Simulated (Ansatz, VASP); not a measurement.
## TaN in two plane-wave programs

Aim: how closely do two programs agree when they are given the same cell, functional and k mesh? The cell is taken from a series of runs on this material, whose earlier steps may have relaxed, scaled, displaced or heated it; both programs get it as it stands.

Program: Ansatz 0.2.0. Level of theory: plane waves, with VASP 6.6.1 beside it; single point at PBEsol. Results are calculated unless marked as measured.

**1. Set-up**

It takes space group Fm-3m (No. 225, cubic). Conventional cell: a = 4.461 Å, b = 4.461 Å, c = 4.461 Å, α = 90.00°, β = 90.00°, γ = 90.00°. Nearest to N lie 6 Ta at 2.23 Å. Nearest to Ta lie 6 N at 2.23 Å. Farther neighbours and most contacts between anions are not listed.

Coordinates:

```cif
data_structure
_symmetry_space_group_name_H-M 'Fm-3m'
_symmetry_Int_Tables_number 225
_cell_length_a 4.4606
_cell_length_b 4.4606
_cell_length_c 4.4606
_cell_angle_alpha 90.000
_cell_angle_beta 90.000
_cell_angle_gamma 90.000
_cell_volume 88.75
loop_
_atom_site_label
_atom_site_type_symbol
_atom_site_symmetry_multiplicity
_atom_site_Wyckoff_symbol
_atom_site_fract_x
_atom_site_fract_y
_atom_site_fract_z
_atom_site_occupancy
N1 N 4 a 0.00000 0.00000 0.00000 1
Ta1 Ta 4 b 0.50000 0.00000 0.00000 1
```

**2. VASP: single point, PBEsol**

A single point gives forces, pressure and levels at one fixed geometry, so differences don't come from the geometry; what else differs is listed under the comparison.

Lines of VASP's logs that name or quote its potential files are left out, and so is its time.

File INCAR:

```
SYSTEM = TaN
PREC = Accurate
ENCUT = 600
EDIFF = 1E-06
NELM = 120
ISMEAR = 1
SIGMA = 0.2
LREAL = .FALSE.
ALGO = Normal
GGA = PS
NBANDS = 14
LASPH = .TRUE.
LORBIT = 11
LWAVE = .FALSE.
LCHARG = .FALSE.
ISIF = 2
GGA_COMPAT = .FALSE.
```

File POSCAR:

```
TaN
1.0
    0.0000000000      2.2302946931      2.2302946931
    2.2302946931      0.0000000000      2.2302946931
    2.2302946931      2.2302946931      0.0000000000
N Ta
1 1
Direct
    0.0000000000      0.0000000000      0.0000000000
    0.5000000000      0.5000000000      0.5000000000
```

File KPOINTS:

```
Automatic mesh
0
Gamma
16 16 16
0 0 0
```

PAW data sets: N and Ta_pv (PBE family, release 64).

Command:

```bash
$ mpirun -np 1 vasp_std
```

Numbers of over 12 decimals in the logs are rounded to 6 here.

What it wrote:

```text
[banner, memory and clock lines left out]
running    1 mpi-ranks, on    1 nodes
 distrk:  each k-point on    1 cores,    1 groups
 distr:  one band on    1 cores,    1 groups

 POSCAR found type information on POSCAR N Ta
 POSCAR found :  2 types and       2 ions
|                                                                             |
|               ----> ADVICE to this user running VASP <----                  |
|                                                                             |
|     You enforced a specific xc type in the INCAR file but a different       |
|     [... a line on the potential file left out ...]
|     I HOPE YOU KNOW WHAT YOU ARE DOING!                                     |
|                                                                             |

 LDA part: xc-table for (Slater+PW92), standard interpolation
 POSCAR, INCAR and KPOINTS ok, starting setup
 FFT: planning ... GRIDC
 FFT: planning ... GRID_SOFT
 FFT: planning ... GRID
 WAVECAR not read
 entering main loop
       N       E                     dE             d eps       ncg     rms          rms(c)
DAV:   1     0.957157195731E+02    0.95716E+02   -0.96976E+03  4060   0.134E+03
DAV:   2    -0.224604946058E+02   -0.11818E+03   -0.11123E+03  5092   0.337E+02
DAV:   3    -0.259260461093E+02   -0.34656E+01   -0.34180E+01  4642   0.547E+01
DAV:   4    -0.259441900743E+02   -0.18144E-01   -0.18138E-01  4792   0.416E+00
DAV:   5    -0.259443090706E+02   -0.11900E-03   -0.11900E-03  4584   0.313E-01    0.222E+01
DAV:   6    -0.232968695252E+02    0.26474E+01   -0.59755E+00  4722   0.274E+01    0.919E+00
DAV:   7    -0.231879025819E+02    0.10897E+00   -0.40589E-01  4852   0.613E+00    0.640E+00
DAV:   8    -0.231506194845E+02    0.37283E-01   -0.16397E-01  4708   0.372E+00    0.136E+00
DAV:   9    -0.231458609856E+02    0.47585E-02   -0.15225E-02  4498   0.109E+00    0.382E-01
DAV:  10    -0.231456948932E+02    0.16609E-03   -0.49526E-04  5458   0.266E-01    0.126E-01
DAV:  11    -0.231456601036E+02    0.34790E-04   -0.65799E-05  4612   0.774E-02    0.159E-02
DAV:  12    -0.231456602093E+02   -0.10577E-06   -0.29626E-06  5212   0.172E-02
   1 F= -.23145660E+02 E0= -.23144898E+02  d E =-.228550E-02
```

OUTCAR, selected parts (step 2):

```text
ion  position               nearest neighbor table
   1  0.000  0.000  0.000-   2 2.23   2 2.23   2 2.23   2 2.23   2 2.23   2 2.23
   2  0.500  0.500  0.500-   1 2.23   1 2.23   1 2.23   1 2.23   1 2.23   1 2.23

  LATTYP: Found a face centered cubic cell.
 ALAT       =     4.4605893862

 Subroutine GETGRP returns: Found 48 space group operations
 (whereof 48 operations were pure point group operations)

The static configuration has the point symmetry O_h .

 Found    145 irreducible k-points:

   k-points           NKPTS =    145   k-points in BZ     NKDIM =    145   number of bands    NBANDS=     14

   dimension x,y,z NGX =    28 NGY =   28 NGZ =   28
   dimension x,y,z NGXF=    56 NGYF=   56 NGZF=   56

   ENCUT  =  600.0 eV  44.10 Ry    6.64 a.u.   6.30  6.30  6.30*2*pi/ulx,y,z

   NELECT =      16.0000    total number of electrons

 k-points in reciprocal lattice and weights: Automatic mesh
   0.00000000  0.00000000  0.00000000       0.000
   0.06250000  0.00000000  0.00000000       0.002
   0.12500000  0.00000000  0.00000000       0.002
   0.18750000  0.00000000  0.00000000       0.002
   0.25000000  0.00000000  0.00000000       0.002
   0.31250000  0.00000000  0.00000000       0.002
   0.37500000  0.00000000  0.00000000       0.002
   0.43750000  0.00000000  0.00000000       0.002
   0.50000000  0.00000000  0.00000000       0.001
[...]
-0.31250000  0.50000000  0.18750000       0.003
  -0.25000000  0.50000000  0.25000000       0.001

 average (electrostatic) potential at core
       1 -61.7522       2 -35.1862

 E-fermi :   8.8874

 k-point     1 :       0.0000    0.0000    0.0000
  band No.  band energies     occupation
    ...
      8       6.8866      2.00000
      9       6.8866      2.00000
     10       6.8866      2.00000
     11       8.9151      0.76780
     12       8.9151      0.76780
     13      10.0832     -0.00000
     14      18.2575      0.00000

 k-point     2 :       0.0625    0.0000    0.0000
  band No.  band energies     occupation
    ...
      6       4.8995      2.00000
      7       4.8995      2.00000
      8       7.0371      2.00000
      9       7.0371      2.00000
     10       7.1017      2.00000
     11       9.2906     -0.01516
     12       9.2906     -0.01516
     13      10.3820     -0.00000
     14      18.5367      0.00000

 k-point     3 :       0.1250    0.0000    0.0000
  band No.  band energies     occupation
    ...
      6       4.2218      2.00000
      7       4.2218      2.00000
      8       7.3869      2.00000
      9       7.3869      2.00000
     10       7.4133      2.00000
     11      10.2024     -0.00000
     12      10.2024     -0.00000
     13      11.1345     -0.00000
     14      19.3067      0.00000

  Total       -2.4193966     -2.4193966     -2.4193966      0.0000000     -0.0000000      0.0000000
  in kB     -174.7032131   -174.7032131   -174.7032131      0.0000000     -0.0000000      0.0000000
  external PRESSURE =    -174.7032131 kB  Pullay stress =       0.0000000 kB

  energy-cutoff  :      600.00
  volume of cell :       22.19
      direct lattice vectors                 reciprocal lattice vectors
     0.000000000  2.230294693  2.230294693    -0.224185621  0.224185621  0.224185621
     2.230294693  0.000000000  2.230294693     0.224185621 -0.224185621  0.224185621
     2.230294693  2.230294693  0.000000000     0.224185621  0.224185621 -0.224185621

 POSITION                                       TOTAL-FORCE (eV/Angst)
 -----------------------------------------------------------------------------------
      0.00000      0.00000      0.00000        -0.000000     -0.000000     -0.000000
      2.23029      2.23029      2.23029         0.000000      0.000000      0.000000
 -----------------------------------------------------------------------------------
    total drift:                                0.000000      0.000000      0.000000

  FREE ENERGIE OF THE ION-ELECTRON SYSTEM (eV)
  ---------------------------------------------------
  free  energy   TOTEN  =       -23.1456602093 eV

  energy  without entropy=      -23.1433747059  energy(sigma->0) =      -23.14489837

 total charge
# of ion       s       p       d       tot
------------------------------------------
    1        1.216   2.484   0.000   3.701
    2        0.264   6.200   2.397   8.861
--------------------------------------------------
tot          1.480   8.684   2.397  12.561

[... 3 further parts left out ...]
```

The run ends at a pressure of -17.47 GPa.

**3. Ansatz: single point, PBEsol**

Ansatz runs on its PAW soft_1 files.

The same cell, functional, mesh and smearing now go to Ansatz, which takes its cutoff from its data sets.

File input.yaml:

```yaml
crystal:
  lattice:
    - [0.0, 2.2302946931, 2.2302946931]
    - [2.2302946931, 0.0, 2.2302946931]
    - [2.2302946931, 2.2302946931, 0.0]
  atoms:
    - { symbol: "N", position: [0.0, 0.0, 0.0] }
    - { symbol: Ta, position: [0.5, 0.5, 0.5] }
kpoints:
  mp_grid: { grid: [16, 16, 16] }
hamiltonian:
  xc: pbesol
  pseudopotentials: { kind: paw, azcp: { folder: soft_1 }, xc_functional: pbe }
scf:
  occupations: { method: methfessel_paxton, width: 0.2 }
output:
  forces: true
  stress: true
  eigenvalues: true
```

Command:

```bash
$ ansatz run input.yaml --threads 4 --pin off --max-ram 10240MiB --backend cpu --events-out ev --progress --plain --runs-dir out
```

What it wrote:

```text
Engine: ansatz 0.2.0, x86_64-unknown-linux-gnu
Pseudopotentials: kind: paw
Pseudopotential: N, paw, valence charge 5, recommended cutoff 420 eV (normal), soft_1/N.paw.azcp
Pseudopotential: Ta, paw, valence charge 13, recommended cutoff 420 eV (normal), soft_1/Ta.paw.azcp
Functional definition: PBEsol
  exchange = pbesol_x
  correlation = pbesol_c
Crystal: 2 atoms, lattice volume = 22.188 Å³
Basis set: ecut = 420 eV, 411 PW (Γ), exchange–correlation on 48×48×48 points (8 copies of the dense FFT grid, shifted against one another)
Bands: 13, of which v1, the nominal top of the filled ones, is band 9 counted from 1 (8 counted from 0)
Symmetry: 48 space group operations
Space group: Fm-3m (ITA 225), of the structure as read, at distance tolerance 2.8e-5 Å
k-points: 145 of 4096
Non-local potential: N, projectors of the file, l = 0: 2, l = 1: 2, l = 2: 1
Non-local potential: Ta, projectors of the file, l = 0: 3, l = 1: 2, l = 2: 2, l = 3: 1
PAW form: soft (Blöchl's): semilocal exchange-correlation on the pseudo side does not see the compensation charge
PAW frozen core: N, regenerated for the run's functional, and the local potential with it (the file was generated under x = pbe(κ = 0.804, μ = 0.219515), c = pbe(β = 0.066725))
PAW frozen core: Ta, regenerated for the run's functional, and the local potential with it (the file was generated under x = pbe(κ = 0.804, μ = 0.219515), c = pbe(β = 0.066725))
PAW one-centre angular grid: N, 110 points (default); XC on 64 Gauss nodes
PAW one-centre angular grid: Ta, 590 points (default); XC on 64 Gauss nodes
Initial density: superposition of atomic densities (chi_scale 0.1, normalization cell, long waves kept (reshape's long-wave potential 0.00 eV rms))
Initial wavefunctions: pseudopotential atomic-orbital guess
Functional: x = pbesol(κ = 0.804, μ = 0.123457), c = pbesol(β = 0.046)
SCF iter   1: F=—  HF=-10187.968260 eV  |F-HF|=—  |Δ(HF+E_count)|=         —  Δρ=4.34e-2  dr2=3.82e-1  ethr=3.10e-3  ⟨swp⟩=5.0  Hψ=19959  notcnv=0
automatic band count: the SCF goes on with 17 bands, as 13 were too few: the levels above may hold too much charge
preconditioner: auto → none  [metal: Δε(μ)=0.009 eV  Ē_g=15.222 eV  σ=0.200 eV  W_gap=0.04  n_scr=8 (ndim 8)  ℏωp=24.9 eV  f_vac=0.000  D(μ)=1.04/eV (n_scr^D=14)  sad-step TF]
SCF iter   2: F=—  HF=-10187.953259 eV  |F-HF|=—  |Δ(HF+E_count)|=   1.50e-2  S|Δr|=    0.00e0  Δρ=3.07e-2  dr2=2.33e-1  ethr=2.12e-3  ⟨swp⟩=1.0  Hψ=3625  notcnv=0
SCF iter   3: F=—  HF=-10187.904374 eV  |F-HF|=—  |Δ(HF+E_count)|=   4.89e-2  S|Δr|=    0.00e0  Δρ=2.85e-3  dr2=3.85e-4  ethr=1.29e-3  ⟨swp⟩=2.4  Hψ=3008  notcnv=0
SCF iter   4: F=—  HF=-10187.904532 eV  |F-HF|=—  |Δ(HF+E_count)|=   1.58e-4  S|Δr|=    0.00e0  Δρ=5.43e-4  dr2=6.44e-5  ethr=2.14e-6  ⟨swp⟩=2.5  Hψ=4014  notcnv=0  defer=19
SCF iter   5: F=—  HF=-10187.904523 eV  |F-HF|=—  |Δ(HF+E_count)|=   9.15e-6  S|Δr|=    0.00e0  Δρ=3.93e-5  dr2=2.49e-7  ethr=3.58e-7  ⟨swp⟩=1.8  Hψ=2541  notcnv=0  defer=24
SCF iter   6: F=-10187.904523 eV  HF=-10187.904523 eV  |F-HF|=7.64e-10  |Δ(HF+E_count)|=   8.37e-8  S|Δr|=    0.00e0  Δρ=1.06e-5  dr2=6.54e-9  ethr=5.56e-10  ⟨swp⟩=8.1  Hψ=11573  notcnv=0
SCF 1 converged in 6 iterations: F = -10187.904523 eV  dr2 = 6.54e-9
  greatest PAW one-centre occupation: 0.999 electrons in one spin orbital (limit 2), on the Ta atom at site 1 (counted from 0), in its partial waves of l = 0
SCF converged after 6 iterations
Stability not checked: this state was not tested for a lower state beside it, because cold or Methfessel-Paxton smearing, or corrected tetrahedra, fill the levels in a way that the test cannot read (fill_not_monotonic; see scf.lower_state_search)
Free energy (F): -10187.904523 eV
Harris-Foulkes:  -10187.904523 eV  (|F-HF|=7.64e-10)
Internal energy: -10187.902169 eV  (E = F + TS)
E sigma→0 (E₀):  -10187.903934 eV
Entropy (-TS):   -0.002353 eV (-1.177 meV/atom)
Fermi energy:    20.430408 eV
--- Per-component energies (eV) ---
  E_band       = -64.503103
  E_kinetic    = 521.191621
  E_local      = -599.748362  (includes V_loc(G=0)·N_el)
  E_nonlocal   = 26.151279
  E_hartree    = 210.777179
  E_xc         = -377.892793
  E_vxc        = -308.793379  (∫ρ·V_xc dr)
  E_paw        = -8304.282668  (= ΣΔE_a)
  E_vpaw       = -124.858645  (= ΣTr[D̂ρ^β])
  E_aug_tail   = 0.000931  (compensation charges beyond the density's cutoff)
  E_ewald      = -1664.341167
  E_core_change = 0.241812  (= ΣΔE_core)
  E_smearing   = -0.002353  (= −TS)
  E_closure    = -0.000000  (closes the sum)
  Σ components = -10187.904523   (vs F -10187.904523, Δ=0.00e0)
--- Forces (eV/Å), atoms counted from 1 ---
  atom   1  N     -0.00000000     0.00000000     0.00000000
  atom   2  Ta     0.00000000    -0.00000000    -0.00000000
  max |Σ_I F_I| component: 3.59e-29 eV/Å
--- Stress (GPa, compression-positive) ---
      -18.299125       0.000000       0.000000
       -0.000000     -18.299125      -0.000000
        0.000000      -0.000000     -18.299125
  P = ⅓ Tr σ = -18.2991 GPa (-182.991 kbar)
--- Band table (eV; the first three rows and the last of 145) ---
  k-point 0: bands = [... 5 lower, 16.7529, 16.7529, 16.7529, 18.4413, 18.4413, 18.4413, 20.4760, 20.4760, ... 4 higher]
  k-point 1: bands = [... 5 lower, 16.2519, 16.4294, 16.4294, 18.5906, 18.5906, 18.6514, 20.8478, 20.8478, ... 4 higher]
  k-point 2: bands = [... 5 lower, 15.2379, 15.7573, 15.7573, 18.9398, 18.9398, 18.9581, 21.7536, 21.7536, ... 4 higher]
  k-point 144: bands = [... 5 lower, 13.2400, 13.8333, 13.8333, 20.2676, 20.2676, 23.8037, 24.1794, 24.6449, ... 4 higher]
```

The run ends at a pressure of -18.30 GPa.

**4. Differences**

Known differences besides the potentials themselves: the data sets hold 18 valence electrons in Ansatz (on its PAW soft_1 files) and 16 in VASP; the cutoff is 420 eV in Ansatz and 600 eV in VASP; Ansatz makes its cores anew for this functional, VASP keeps those of its PBE data sets. Total energies have different zeros and are not compared.

The two programs side by side:

```
      quantity  Ansatz    VASP  difference
pressure (GPa)  -18.30  -17.47       -0.83
```

**5. Results**

| Property | Result |
| --- | --- |
| difference in pressure (single point, PBEsol) | -0.83 GPa |

What this shows: The difference in pressure is -0.83 GPa (single point, PBEsol), within the 1 GPa picked in this series as the mark of a large difference. The data sets hold unlike numbers of valence electrons (18 in Ansatz and 16 in VASP), so part of the differences comes from the potentials. Such differences can come from data sets, numerical settings and the points named under the comparisons, not from the functional's error against experiment.

[Lines on the potential files, build, host, timing and source positions are cut from VASP's logs without a mark.]

[Logs are printed without paths, hosts, clocks, repeated set-up lines and the standing remarks that a program may print on its own settings, such as how far it seeks lower states.]

[Hosts, paths, dates, database ids (printed as entryN), source tags and the programs' standing remarks are cut or masked in the printed files.]
